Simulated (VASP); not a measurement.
Input:

```xyz
3
Lattice="0.0000 3.2430 3.2430 3.2430 0.0000 3.2430 3.2430 3.2430 0.0000" Properties=species:S:1:pos:R:3 pbc="T T T"
Mg     1.6215     1.6215     1.6215
Mg     4.8646     4.8646     4.8646
Si     0.0000     0.0000     0.0000
```

All values below come from PBE GGA, VASP's PBE PAW potentials (set 64) (plane waves; VASP). Settings: 300 eV cut-off, 7×7×7 Γ-centred mesh, Fermi-Dirac smearing of 0.010 eV, potentials Mg Si.

**Question.** What does the run give for the energy per atom (σ→0), pressure?

**Answer.** 
```yaml
energy per atom (σ→0): -2957 meV/atom
pressure: -2.89 GPa
```

Only differences to runs with the same potentials and settings are physical.

The structure comes from a computed database's Mg2Si entry; how it stands against other phases isn't given here. The cell was not relaxed at this level.
